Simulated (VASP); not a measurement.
# Energy against moment in LuCo3B2, part 4 of 5

Aim: the energy of LuCo3B2 as a function of its total moment. The start is a cell from a database of measured crystal structures.

VASP 6.6.1, plane waves and PAW; the level of theory is named at each step.

Still holding for the runs below: The magnetic state follows from one typed start and may not be the lowest.

So far. Step 3 (Fixed spin moment, fixed moment 0): Energy at zero smearing: -40.18173 eV.

## 4. Fixed spin moment, fixed moment 0.51

Level of this step: PBEsol, DFT+U (Co d 2 eV), spin-polarised, total moment fixed; plane waves and PAW (Lu, Co, B) (VASP).

INCAR

```
SYSTEM = LuCo3B2
PREC = Accurate
ENCUT = 390
EDIFF = 1E-06
NELM = 150
ISMEAR = 1
SIGMA = 0.1
LREAL = .FALSE.
ALGO = Normal
GGA = PS
NBANDS = 40
ISPIN = 2
MAGMOM = 0 0.17 0.17 0.17 0 0
LDAU = .TRUE.
LDAUTYPE = 2
LDAUL = -1 2 -1
LDAUU = 0 2 0
LDAUJ = 0 0 0
LDAUPRINT = 1
LASPH = .TRUE.
LMAXMIX = 4
LORBIT = 11
LWAVE = .FALSE.
LCHARG = .FALSE.
KPAR = 2
AMIX = 0.2
BMIX = 1E-04
AMIX_MAG = 0.8
BMIX_MAG = 1E-04
NUPDOWN = 0.51
```

POSCAR

```
LuCo3B2
1.0
    4.9590000000      0.0000000000      0.0000000000
   -2.4795000000      4.2946199774      0.0000000000
    0.0000000000      0.0000000000      3.0350000000
Lu Co B
1 3 2
Direct
    0.0000000000      0.0000000000      0.0000000000
    0.0000000000      0.5000000000      0.5000000000
    0.5000000000      0.5000000000      0.5000000000
    0.5000000000      0.0000000000      0.5000000000
    0.6666666667      0.3333333333      0.0000000000
    0.3333333333      0.6666666667      0.0000000000
```

KPOINTS

```
Automatic mesh
0
Gamma
6 6 8
0 0 0
```

The projector-augmented-wave data sets are Lu, Co and B (PBE family, release 64).

Command:

```sh
$ mpirun -np 2 vasp_std
```

The program printed:

```text
[... set-up lines as in an earlier step ...]
 entering main loop
       N       E                     dE             d eps       ncg     rms          rms(c)
DAV:   1     0.327135558453E+03    0.32714E+03   -0.19048E+04  7696   0.336E+03
DAV:   2    -0.294319936553E+01   -0.33008E+03   -0.30837E+03  6144   0.487E+02
DAV:   3    -0.454854941341E+02   -0.42542E+02   -0.40750E+02  6328   0.140E+02
DAV:   4    -0.480962229844E+02   -0.26107E+01   -0.25920E+01  7464   0.356E+01
DAV:   5    -0.482145858143E+02   -0.11836E+00   -0.11825E+00  8536   0.612E+00    0.296E+01
DAV:   6    -0.432210898042E+02    0.49935E+01   -0.36347E+01  7824   0.898E+01    0.145E+01
DAV:   7    -0.403367534455E+02    0.28843E+01   -0.85040E+00  8832   0.897E+01    0.726E+00
DAV:   8    -0.402323055442E+02    0.10445E+00   -0.12731E+00  9104   0.190E+01    0.412E+00
DAV:   9    -0.401924742167E+02    0.39831E-01   -0.36753E-01  8376   0.768E+00    0.122E+00
DAV:  10    -0.401807252489E+02    0.11749E-01   -0.65674E-02  8384   0.451E+00    0.563E-01
DAV:  11    -0.401815102181E+02   -0.78497E-03   -0.15778E-02  8616   0.140E+00    0.239E-01
DAV:  12    -0.401820615303E+02   -0.55131E-03   -0.42611E-03  7640   0.108E+00    0.154E-01
DAV:  13    -0.401827367224E+02   -0.67519E-03   -0.29567E-03  6760   0.507E-01    0.961E-02
DAV:  14    -0.401827314269E+02    0.52955E-05   -0.49855E-04  7624   0.243E-01    0.508E-02
DAV:  15    -0.401828147765E+02   -0.83350E-04   -0.45560E-04  8976   0.192E-01    0.261E-02
DAV:  16    -0.401828255367E+02   -0.10760E-04   -0.73174E-05  7496   0.839E-02    0.135E-02
DAV:  17    -0.401828284589E+02   -0.29222E-05   -0.20251E-05  7280   0.352E-02    0.732E-03
DAV:  18    -0.401828290993E+02   -0.64040E-06   -0.32146E-06  4936   0.170E-02
   1 F= -.40182829E+02 E0= -.40182775E+02  d E =-.162004E-03  mag=     0.5100
```

The job ended after 71 s (2 MPI ranks of Intel Xeon Platinum 8259CL at 2.50GHz (Skylake/Cascade Lake), shared host; peak memory 0.46 GiB).

OUTCAR, selected parts (step 4):

```text
The static configuration has the point symmetry D_6h.

 Found     35 irreducible k-points:

   NELECT =      58.0000    total number of electrons

atom =   2  type =  2  l = 2

 onsite density matrix

spin component  1

  0.7995  0.0000 -0.0031  0.0000  0.0719
  0.0000  0.8302  0.0000 -0.0379  0.0000
 -0.0031  0.0000  0.7361 -0.0000 -0.0018
  0.0000 -0.0379 -0.0000  0.7865  0.0000
  0.0719  0.0000 -0.0018  0.0000  0.7164

spin component  2

  0.7672 -0.0000  0.0333 -0.0000  0.0498
 -0.0000  0.8162  0.0000 -0.0332  0.0000
  0.0333  0.0000  0.6006 -0.0000  0.0192
 -0.0000 -0.0332 -0.0000  0.7779  0.0000
  0.0498  0.0000  0.0192  0.0000  0.7097

 occupancies and eigenvectors

  o =  0.5933  v =  0.0000  0.0000  0.0000  0.0000  0.0000  0.1615 -0.0000 -0.9825  0.0000  0.0932      0.0000  0.0000  0.0000  0.0000  0.0000  0.0000  0.0000  0.0000  0.0000  0.0000
  o =  0.6749  v = -0.5000 -0.0000 -0.0000 -0.0000  0.8660  0.0000  0.0000  0.0000  0.0000  0.0000      0.0000  0.0000  0.0000  0.0000  0.0000  0.0000  0.0000  0.0000  0.0000  0.0000
  o =  0.6809  v =  0.0000  0.0000  0.0000  0.0000  0.0000  0.5000  0.0000 -0.0000  0.0000 -0.8660      0.0000  0.0000  0.0000  0.0000  0.0000  0.0000  0.0000  0.0000  0.0000  0.0000
  o =  0.7360  v = -0.0291 -0.0000 -0.9994 -0.0000 -0.0168  0.0000  0.0000  0.0000  0.0000  0.0000      0.0000  0.0000  0.0000  0.0000  0.0000  0.0000  0.0000  0.0000  0.0000  0.0000
  o =  0.7588  v =  0.0000  0.0000  0.0000  0.0000  0.0000  0.0000 -0.5000 -0.0000 -0.8660 -0.0000      0.0000  0.0000  0.0000  0.0000  0.0000  0.0000  0.0000  0.0000  0.0000  0.0000
  o =  0.7646  v =  0.0000 -0.5000  0.0000 -0.8660 -0.0000  0.0000  0.0000  0.0000  0.0000  0.0000      0.0000  0.0000  0.0000  0.0000  0.0000  0.0000  0.0000  0.0000  0.0000  0.0000
  o =  0.8033  v =  0.0000  0.0000  0.0000  0.0000  0.0000 -0.8508  0.0000 -0.1864  0.0000 -0.4912      0.0000  0.0000  0.0000  0.0000  0.0000  0.0000  0.0000  0.0000  0.0000  0.0000
  o =  0.8354  v =  0.0000  0.0000  0.0000  0.0000  0.0000  0.0000 -0.8660  0.0000  0.5000 -0.0000      0.0000  0.0000  0.0000  0.0000  0.0000  0.0000  0.0000  0.0000  0.0000  0.0000
  o =  0.8411  v = -0.8655  0.0000  0.0336 -0.0000 -0.4997  0.0000  0.0000  0.0000  0.0000  0.0000      0.0000  0.0000  0.0000  0.0000  0.0000  0.0000  0.0000  0.0000  0.0000  0.0000
  o =  0.8521  v =  0.0000  0.8660 -0.0000 -0.5000  0.0000  0.0000  0.0000  0.0000  0.0000  0.0000      0.0000  0.0000  0.0000  0.0000  0.0000  0.0000  0.0000  0.0000  0.0000  0.0000

atom =   3  type =  2  l = 2

 onsite density matrix

spin component  1

  0.7995 -0.0000  0.0031  0.0000 -0.0719
 -0.0000  0.8302  0.0000  0.0379 -0.0000
  0.0031  0.0000  0.7361  0.0000 -0.0018
  0.0000  0.0379  0.0000  0.7865 -0.0000
 -0.0719 -0.0000 -0.0018 -0.0000  0.7164

spin component  2

  0.7672 -0.0000 -0.0333 -0.0000 -0.0498
 -0.0000  0.8162 -0.0000  0.0332 -0.0000
 -0.0333 -0.0000  0.6006  0.0000  0.0192
 -0.0000  0.0332  0.0000  0.7779 -0.0000
 -0.0498 -0.0000  0.0192 -0.0000  0.7097

 occupancies and eigenvectors

  o =  0.5933  v =  0.0000  0.0000  0.0000  0.0000  0.0000 -0.1615  0.0000 -0.9825 -0.0000  0.0932      0.0000  0.0000  0.0000  0.0000  0.0000  0.0000  0.0000  0.0000  0.0000  0.0000
  o =  0.6749  v = -0.5000  0.0000  0.0000 -0.0000 -0.8660  0.0000  0.0000  0.0000  0.0000  0.0000      0.0000  0.0000  0.0000  0.0000  0.0000  0.0000  0.0000  0.0000  0.0000  0.0000
  o =  0.6809  v =  0.0000  0.0000  0.0000  0.0000  0.0000 -0.5000  0.0000 -0.0000 -0.0000 -0.8660      0.0000  0.0000  0.0000  0.0000  0.0000  0.0000  0.0000  0.0000  0.0000  0.0000
  o =  0.7360  v =  0.0291  0.0000 -0.9994  0.0000 -0.0168  0.0000  0.0000  0.0000  0.0000  0.0000      0.0000  0.0000  0.0000  0.0000  0.0000  0.0000  0.0000  0.0000  0.0000  0.0000
  o =  0.7588  v =  0.0000  0.0000  0.0000  0.0000  0.0000  0.0000  0.5000 -0.0000 -0.8660  0.0000      0.0000  0.0000  0.0000  0.0000  0.0000  0.0000  0.0000  0.0000  0.0000  0.0000
  o =  0.7646  v = -0.0000 -0.5000  0.0000  0.8660 -0.0000  0.0000  0.0000  0.0000  0.0000  0.0000      0.0000  0.0000  0.0000  0.0000  0.0000  0.0000  0.0000  0.0000  0.0000  0.0000
  o =  0.8033  v =  0.0000  0.0000  0.0000  0.0000  0.0000  0.8508  0.0000 -0.1864  0.0000 -0.4912      0.0000  0.0000  0.0000  0.0000  0.0000  0.0000  0.0000  0.0000  0.0000  0.0000
  o =  0.8354  v =  0.0000  0.0000  0.0000  0.0000  0.0000 -0.0000  0.8660  0.0000  0.5000  0.0000      0.0000  0.0000  0.0000  0.0000  0.0000  0.0000  0.0000  0.0000  0.0000  0.0000
  o =  0.8411  v =  0.8655  0.0000  0.0336  0.0000 -0.4997  0.0000  0.0000  0.0000  0.0000  0.0000      0.0000  0.0000  0.0000  0.0000  0.0000  0.0000  0.0000  0.0000  0.0000  0.0000
  o =  0.8521  v =  0.0000 -0.8660  0.0000 -0.5000 -0.0000  0.0000  0.0000  0.0000  0.0000  0.0000      0.0000  0.0000  0.0000  0.0000  0.0000  0.0000  0.0000  0.0000  0.0000  0.0000

atom =   4  type =  2  l = 2

 onsite density matrix

spin component  1

  0.6749  0.0000  0.0000 -0.0000 -0.0000
  0.0000  0.7646  0.0000  0.0000  0.0000
  0.0000  0.0000  0.7361  0.0000  0.0035
 -0.0000  0.0000  0.0000  0.8521 -0.0000
 -0.0000  0.0000  0.0035 -0.0000  0.8410

spin component  2

  0.6809  0.0000 -0.0000 -0.0000 -0.0000
  0.0000  0.7588  0.0000 -0.0000 -0.0000
 -0.0000  0.0000  0.6006  0.0000 -0.0385
 -0.0000 -0.0000  0.0000  0.8354 -0.0000
 -0.0000 -0.0000 -0.0385 -0.0000  0.7960

 occupancies and eigenvectors

  o =  0.5933  v =  0.0000  0.0000  0.0000  0.0000  0.0000  0.0000 -0.0000 -0.9825 -0.0000 -0.1864      0.0000  0.0000  0.0000  0.0000  0.0000  0.0000  0.0000  0.0000  0.0000  0.0000
  o =  0.6749  v =  1.0000  0.0000  0.0000  0.0000  0.0000  0.0000  0.0000  0.0000  0.0000  0.0000      0.0000  0.0000  0.0000  0.0000  0.0000  0.0000  0.0000  0.0000  0.0000  0.0000
  o =  0.6809  v =  0.0000  0.0000  0.0000  0.0000  0.0000  1.0000  0.0000  0.0000  0.0000  0.0000      0.0000  0.0000  0.0000  0.0000  0.0000  0.0000  0.0000  0.0000  0.0000  0.0000
  o =  0.7360  v =  0.0000 -0.0000 -0.9994 -0.0000  0.0336  0.0000  0.0000  0.0000  0.0000  0.0000      0.0000  0.0000  0.0000  0.0000  0.0000  0.0000  0.0000  0.0000  0.0000  0.0000
  o =  0.7588  v =  0.0000  0.0000  0.0000  0.0000  0.0000  0.0000  1.0000 -0.0000  0.0000  0.0000      0.0000  0.0000  0.0000  0.0000  0.0000  0.0000  0.0000  0.0000  0.0000  0.0000
  o =  0.7646  v =  0.0000  1.0000 -0.0000 -0.0000 -0.0000  0.0000  0.0000  0.0000  0.0000  0.0000      0.0000  0.0000  0.0000  0.0000  0.0000  0.0000  0.0000  0.0000  0.0000  0.0000
  o =  0.8033  v =  0.0000  0.0000  0.0000  0.0000  0.0000  0.0000 -0.0000 -0.1864 -0.0000  0.9825      0.0000  0.0000  0.0000  0.0000  0.0000  0.0000  0.0000  0.0000  0.0000  0.0000
  o =  0.8354  v =  0.0000  0.0000  0.0000  0.0000  0.0000  0.0000  0.0000  0.0000 -1.0000 -0.0000      0.0000  0.0000  0.0000  0.0000  0.0000  0.0000  0.0000  0.0000  0.0000  0.0000
  o =  0.8411  v =  0.0000  0.0000  0.0336  0.0000  0.9994  0.0000  0.0000  0.0000  0.0000  0.0000      0.0000  0.0000  0.0000  0.0000  0.0000  0.0000  0.0000  0.0000  0.0000  0.0000
  o =  0.8521  v =  0.0000 -0.0000  0.0000 -1.0000  0.0000  0.0000  0.0000  0.0000  0.0000  0.0000      0.0000  0.0000  0.0000  0.0000  0.0000  0.0000  0.0000  0.0000  0.0000  0.0000

 E-fermi :   7.3736

 spin component 1
 k-point     1 :       0.0000    0.0000    0.0000
  band No.  band energies     occupation
    ...
     25       6.5353      1.00000
     26       6.5353      1.00000
     27       6.6817      1.00000
     28       6.8170      1.00000
     29       6.8170      1.00000
     30       7.9616     -0.00000
     31       8.7517     -0.00000
     32       8.8742     -0.00000
     33       8.9592     -0.00000
     34       8.9592     -0.00000
    ...

 k-point     2 :       0.1667    0.0000    0.0000
  band No.  band energies     occupation
    ...
     25       6.3664      1.00000
     26       6.4300      1.00000
     27       6.4612      1.00000
     28       6.4924      1.00000
     29       6.6452      1.00000
     30       8.2600     -0.00000
     31       8.7576     -0.00000
     32       8.9843     -0.00000
     33       9.1341     -0.00000
     34       9.2885     -0.00000
    ...

 k-point     3 :       0.3333    0.0000    0.0000
  band No.  band energies     occupation
    ...
     25       5.8744      1.00000
     26       6.0959      1.00000
     27       6.2931      1.00000
     28       6.4883      1.00000
     29       6.6243      1.00000
     30       8.5100     -0.00000
     31       8.5706     -0.00000
     32       9.0639     -0.00000
     33       9.7865      0.00000
     34      10.1909      0.00000
    ...

 k-point     4 :       0.5000    0.0000    0.0000
  band No.  band energies     occupation
    ...
     25       5.9136      1.00000
     26       5.9401      1.00000
     27       6.0342      1.00000
     28       6.5242      1.00000
     29       6.6242      1.00000
     30       8.3901     -0.00000
     31       8.6542     -0.00000
     32       9.1161     -0.00000
     33      10.6502      0.00000
     34      10.6541      0.00000
    ...

  Total       -4.5566116     -4.5566116     -6.4042687      0.0000000      0.0000000      0.0000000
  in kB     -112.9470916   -112.9470916   -158.7459242      0.0000000      0.0000000      0.0000000
  external PRESSURE =    -128.2133691 kB  Pullay stress =       0.0000000 kB

  FREE ENERGIE OF THE ION-ELECTRON SYSTEM (eV)
  ---------------------------------------------------
  free  energy   TOTEN  =       -40.1828290993 eV

  energy  without entropy=      -40.1826670950  energy(sigma->0) =      -40.18277510

 total charge
# of ion       s       p       d       f       tot
--------------------------------------------------
    1        2.285   6.113   0.941  14.014  23.353
    2        0.492   0.619   7.505   0.000   8.615
    3        0.492   0.619   7.505   0.000   8.615
    4        0.492   0.619   7.505   0.000   8.615
    5        0.706   1.055   0.000   0.000   1.761
    6        0.706   1.055   0.000   0.000   1.761
--------------------------------------------------
tot          5.171  10.079  23.456  14.014  52.720

 magnetization (x)
# of ion       s       p       d       f       tot
--------------------------------------------------
    1       -0.001  -0.003  -0.031  -0.000  -0.035
    2        0.002  -0.001   0.197   0.000   0.198
    3        0.002  -0.001   0.197   0.000   0.198
    4        0.002  -0.001   0.197   0.000   0.198
    5       -0.001  -0.007   0.000   0.000  -0.008
    6       -0.001  -0.007   0.000   0.000  -0.008
--------------------------------------------------
tot          0.003  -0.019   0.561  -0.000   0.545

[... 9 parts as in an earlier step ...]

[... 9 further parts left out ...]
```

Numbers from this step:

```
electronic cycles                                 : 18
moment of the cell, from the last line of the log : 0.51 μB
```

Spin moment in the PAW sphere by atom:

```csv
atom,spin moment in the PAW sphere (μB)
Lu1,-0.035
Co2,0.198
Co3,0.198
Co4,0.198
B5,-0.008
B6,-0.008
```

Energy at zero smearing: -40.18278 eV.

The run ends at a pressure of -12.82 GPa.

## 5. Fixed spin moment, fixed moment 1.03

Edit INCAR of step 4 so:

```diff
@@ -12,3 +12,3 @@
 ISPIN = 2
-MAGMOM = 0 0.17 0.17 0.17 0 0
+MAGMOM = 0 0.34 0.34 0.34 0 0
 LDAU = .TRUE.
@@ -29,2 +29,2 @@
 BMIX_MAG = 1E-04
-NUPDOWN = 0.51
+NUPDOWN = 1.03
```

POSCAR is that of step 4.

KPOINTS is that of step 4.

Command:

```sh
$ mpirun -np 2 vasp_std
```

The program printed:

```text
[... set-up lines as in an earlier step ...]
 entering main loop
       N       E                     dE             d eps       ncg     rms          rms(c)
DAV:   1     0.327246993486E+03    0.32725E+03   -0.19046E+04  7688   0.336E+03
DAV:   2    -0.293842947355E+01   -0.33019E+03   -0.30848E+03  6144   0.487E+02
DAV:   3    -0.454687893508E+02   -0.42530E+02   -0.40774E+02  6312   0.140E+02
DAV:   4    -0.480895847650E+02   -0.26208E+01   -0.26014E+01  7512   0.357E+01
[...]
DAV:  15    -0.401725564126E+02   -0.18888E-04   -0.75355E-05  8288   0.990E-02    0.171E-02
DAV:  16    -0.401725587122E+02   -0.22996E-05   -0.15962E-05  7568   0.535E-02    0.901E-03
DAV:  17    -0.401725588210E+02   -0.10878E-06   -0.60526E-06  5640   0.248E-02
   1 F= -.40172559E+02 E0= -.40173329E+02  d E =0.231078E-02  mag=     1.0300
```

Run time: 71 s. Hardware: 2 MPI ranks; peak memory 0.46 GiB; 2.3 min of CPU time.

OUTCAR, selected parts (step 5):

```text
  Total       -4.0558027     -4.0558027     -6.4851304      0.0000000      0.0000000      0.0000000
  in kB     -100.5332819   -100.5332819   -160.7502857      0.0000000      0.0000000      0.0000000
  external PRESSURE =    -120.6056165 kB  Pullay stress =       0.0000000 kB

 POSITION                                       TOTAL-FORCE (eV/Angst)
 -----------------------------------------------------------------------------------
      0.00000      0.00000      0.00000        -0.000000      0.000000      0.000000
     -1.23975      2.14731      1.51750        -0.000000      0.000000      0.000000
      1.23975      2.14731      1.51750        -0.000000      0.000000      0.000000
      2.47950      0.00000      1.51750        -0.000000      0.000000      0.000000
      2.47950      1.43154      0.00000        -0.000000      0.000000      0.000000
     -0.00000      2.86308      0.00000         0.000000      0.000000      0.000000
 -----------------------------------------------------------------------------------
    total drift:                                0.000000      0.000000     -0.000000

  FREE ENERGIE OF THE ION-ELECTRON SYSTEM (eV)
  ---------------------------------------------------
  free  energy   TOTEN  =       -40.1725588210 eV

  energy  without entropy=      -40.1748696055  energy(sigma->0) =      -40.17332908

 magnetization (x)
# of ion       s       p       d       f       tot
--------------------------------------------------
    1       -0.002  -0.006  -0.052  -0.000  -0.060
    2        0.003   0.001   0.385   0.000   0.390
    3        0.003   0.001   0.385   0.000   0.390
    4        0.003   0.001   0.385   0.000   0.390
    5       -0.002  -0.009   0.000   0.000  -0.012
    6       -0.002  -0.009   0.000   0.000  -0.012
--------------------------------------------------
tot          0.003  -0.021   1.104  -0.000   1.086

[... 2 parts as in an earlier step ...]

[... 1 further part left out ...]
[key lines of the parts left out:]
E-fermi :   7.3901
```

Energy at zero smearing: -40.17333 eV.

The run ends at a pressure of -12.06 GPa.

## 6. Fixed spin moment, fixed moment 1.54

Edit INCAR of step 5 so:

```diff
@@ -12,3 +12,3 @@
 ISPIN = 2
-MAGMOM = 0 0.34 0.34 0.34 0 0
+MAGMOM = 0 0.51 0.51 0.51 0 0
 LDAU = .TRUE.
@@ -29,2 +29,2 @@
 BMIX_MAG = 1E-04
-NUPDOWN = 1.03
+NUPDOWN = 1.54
```

POSCAR is that of step 5.

KPOINTS is that of step 5.

Command:

```sh
$ mpirun -np 2 vasp_std
```

The program printed:

```text
[... set-up lines as in an earlier step ...]
 entering main loop
       N       E                     dE             d eps       ncg     rms          rms(c)
DAV:   1     0.327468445901E+03    0.32747E+03   -0.19045E+04  7680   0.336E+03
DAV:   2    -0.289051686921E+01   -0.33036E+03   -0.30863E+03  6136   0.487E+02
DAV:   3    -0.454531462041E+02   -0.42563E+02   -0.40765E+02  6328   0.140E+02
DAV:   4    -0.480793522250E+02   -0.26262E+01   -0.26069E+01  7520   0.357E+01
[...]
DAV:  15    -0.401324514993E+02   -0.17957E-04   -0.77740E-05  7320   0.822E-02    0.197E-02
DAV:  16    -0.401324578430E+02   -0.63437E-05   -0.18057E-05  7248   0.330E-02    0.120E-02
DAV:  17    -0.401324586910E+02   -0.84797E-06   -0.58895E-06  4728   0.271E-02
   1 F= -.40132459E+02 E0= -.40132600E+02  d E =0.424925E-03  mag=     1.5400
```

Elapsed: 66 s, on 2 MPI ranks; peak memory 0.46 GiB; 2.1 min of CPU time.

From OUTCAR (step 6):

```text
  Total       -3.5909127     -3.5909127     -6.2549733      0.0000000     -0.0000000      0.0000000
  in kB      -89.0098127    -89.0098127   -155.0452622      0.0000000     -0.0000000      0.0000000
  external PRESSURE =    -111.0216292 kB  Pullay stress =       0.0000000 kB

 POSITION                                       TOTAL-FORCE (eV/Angst)
 -----------------------------------------------------------------------------------
      0.00000      0.00000      0.00000        -0.000000      0.000000      0.000000
     -1.23975      2.14731      1.51750        -0.000000      0.000000      0.000000
      1.23975      2.14731      1.51750        -0.000000      0.000000      0.000000
      2.47950      0.00000      1.51750        -0.000000      0.000000      0.000000
      2.47950      1.43154      0.00000         0.000000     -0.000000      0.000000
     -0.00000      2.86308      0.00000        -0.000000      0.000000      0.000000
 -----------------------------------------------------------------------------------
    total drift:                                0.000000      0.000000     -0.000000

  FREE ENERGIE OF THE ION-ELECTRON SYSTEM (eV)
  ---------------------------------------------------
  free  energy   TOTEN  =       -40.1324586910 eV

  energy  without entropy=      -40.1328836155  energy(sigma->0) =      -40.13260033

 magnetization (x)
# of ion       s       p       d       f       tot
--------------------------------------------------
    1       -0.004  -0.007  -0.062  -0.000  -0.073
    2        0.006   0.006   0.552   0.000   0.564
    3        0.006   0.006   0.552   0.000   0.564
    4        0.006   0.006   0.552   0.000   0.564
    5       -0.003  -0.006   0.000   0.000  -0.009
    6       -0.003  -0.006   0.000   0.000  -0.009
--------------------------------------------------
tot          0.007  -0.001   1.594  -0.000   1.601

[... 2 parts as in an earlier step ...]

[... 1 further part left out ...]
[key lines of the parts left out:]
E-fermi :   7.3878
```

A U on the itinerant d states of such a compound is hard to justify; it moves the bands at the Fermi level and favours large moments.

Energy at zero smearing: -40.13260 eV.

(Continued in part 5 of 5.)

[Lines on the potential files, build, host, timing and source positions are cut from VASP's logs without a mark.]

[Logs are printed without paths, hosts, clocks, repeated set-up lines and the standing remarks that a program may print on its own settings, such as how far it seeks lower states.]

[Hosts, paths, dates, database ids (printed as entryN), source tags and the programs' standing remarks are cut or masked in the printed files.]

[In band tables of VASP the shares of atoms and orbitals are scaled to a sum of 1 inside the atoms' spheres.]

[Runs that stopped without an error message from VASP are left out.]
